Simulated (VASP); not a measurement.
Method: PBE GGA with D3 dispersion (zero damping), VASP's PBE PAW potentials (set 64) (plane waves; VASP).

A VASP calculation is set up with these files.

### KPOINTS
```
Automatic mesh
0
gamma
8 8 8
```

INCAR:
```
ENCUT = 520
LASPH = .True.
NEDOS = 601   # DOS grid
LCHARG = .True.
LREAL = .False.   # projection in real space or not
EDIFF = 1E-7   # SCF stop (eV)
IVDW = 11
ISMEAR = -5
ISIF = 2   # forces and stress, cell fixed
LORBIT = 11   # lm-projected
PREC = Accurate
SYSTEM = KCl
LWAVE = .False.
ALGO = Normal   # blocked Davidson
NELM = 100
GGA = PE
```

**POSCAR**
```
KCl
1
    0.0000000000     3.1920234613     3.1920234613
    3.1920234613     0.0000000000     3.1920234613
    3.1920234613     3.1920234613     0.0000000000
K Cl
1 1
Direct
  0.0000000000   0.0000000000   0.0000000000
  0.5000000000   0.5000000000   0.5000000000
```

POTCAR, in this order: K_sv Cl (PBE.64 set). Program: vasp_std.

The resulting files:

### OUTCAR
```
 ion  position               nearest neighbor table
   1  0.000  0.000  0.000-   2 3.19   2 3.19   2 3.19   2 3.19   2 3.19   2 3.19
   2  0.500  0.500  0.500-   1 3.19   1 3.19   1 3.19   1 3.19   1 3.19   1 3.19
  LATTYP: Found a face centered cubic cell.
 ALAT       =     6.3840469226
 Subroutine PRICEL returns:
 Original cell was already a primitive cell.
 Subroutine GETGRP returns: Found 48 space group operations
The static configuration has the point symmetry O_h .
The dynamic configuration has the point symmetry O_h .
 Subroutine INISYM returns: Found 48 space group operations
 Subroutine IBZKPT returns following result:
 Found     29 irreducible k-points:

 Following reciprocal coordinates:
            Coordinates               Weight
  0.000000  0.000000  0.000000      1.000000
  0.125000  0.000000  0.000000      8.000000
  0.250000  0.000000  0.000000      8.000000
  0.375000  0.000000  0.000000      8.000000
  0.500000  0.000000  0.000000      4.000000
  0.125000  0.125000  0.000000      6.000000
  0.250000  0.125000  0.000000     24.000000
  0.375000  0.125000  0.000000     24.000000
  0.500000  0.125000  0.000000     24.000000
...
```

File OSZICAR:
```
       N       E                     dE             d eps       ncg     rms          rms(c)
DAV:   1     0.108319523959E+03    0.10832E+03   -0.72738E+03   696   0.119E+03
DAV:   2     0.933650505920E-01   -0.10823E+03   -0.10102E+03   872   0.278E+02
DAV:   3    -0.685488418999E+01   -0.69482E+01   -0.69135E+01   884   0.658E+01
DAV:   4    -0.711320923626E+01   -0.25833E+00   -0.25805E+00  1212   0.118E+01
DAV:   5    -0.711505939087E+01   -0.18502E-02   -0.18501E-02   924   0.926E-01    0.315E+00
DAV:   6    -0.681297579791E+01    0.30208E+00   -0.56691E-01   832   0.406E+00    0.258E+00
DAV:   7    -0.679643522161E+01    0.16541E-01   -0.13596E-01   888   0.223E+00    0.151E+00
DAV:   8    -0.680934862879E+01   -0.12913E-01   -0.20652E-02   924   0.124E+00    0.181E-01
DAV:   9    -0.681030881406E+01   -0.96019E-03   -0.16311E-03   908   0.278E-01    0.105E-01
DAV:  10    -0.681099106094E+01   -0.68225E-03   -0.69175E-04   796   0.212E-01    0.119E-02
DAV:  11    -0.681100525742E+01   -0.14196E-04   -0.24601E-05  1036   0.349E-02    0.544E-03
DAV:  12    -0.681100935737E+01   -0.41000E-05   -0.57605E-06   848   0.183E-02    0.309E-03
DAV:  13    -0.681100951256E+01   -0.15519E-06   -0.74670E-07   920   0.689E-03    0.822E-04
DAV:  14    -0.681100961488E+01   -0.10232E-06   -0.52396E-08   672   0.201E-03    0.107E-04
DAV:  15    -0.681100964181E+01   -0.26923E-07   -0.57670E-09   616   0.623E-04
   1 F= -.71804545E+01 E0= -.71804545E+01  d E =0.000000E+00
```

File OUTCAR:
```
------------------------ aborting loop because EDIFF is reached ----------------------------------------
 Edisp (eV)   -0.36944
  FORCE on cell =-STRESS in cart. coord.  units (eV):
  Direction    XX          YY          ZZ          XY          YZ          ZX
  --------------------------------------------------------------------------------------
  Total       0.00184     0.00184     0.00184     0.00000     0.00000    -0.00000
  in kB       0.04526     0.04526     0.04526     0.00000     0.00000    -0.00000
  external pressure =        0.05 kB  Pullay stress =        0.00 kB
  volume of cell :       65.05
      direct lattice vectors                 reciprocal lattice vectors
     0.000000000  3.192023461  3.192023461    -0.156640453  0.156640453  0.156640453
     3.192023461  0.000000000  3.192023461     0.156640453 -0.156640453  0.156640453
     3.192023461  3.192023461  0.000000000     0.156640453  0.156640453 -0.156640453
  FREE ENERGIE OF THE ION-ELECTRON SYSTEM (eV)
  ---------------------------------------------------
  free  energy   TOTEN  =        -7.1804544583 eV

  energy  without entropy=       -7.1804544583  energy(sigma->0) =       -7.18045446

 total charge

# of ion       s       p       d       tot
------------------------------------------
    1        1.956   5.581   0.022   7.560
    2        1.588   3.565   0.000   5.153
--------------------------------------------------
tot          3.544   9.146   0.022  12.712
```
(Selected blocks of OUTCAR.)

The compound is KCl in the rock salt structure. It was relaxed first.
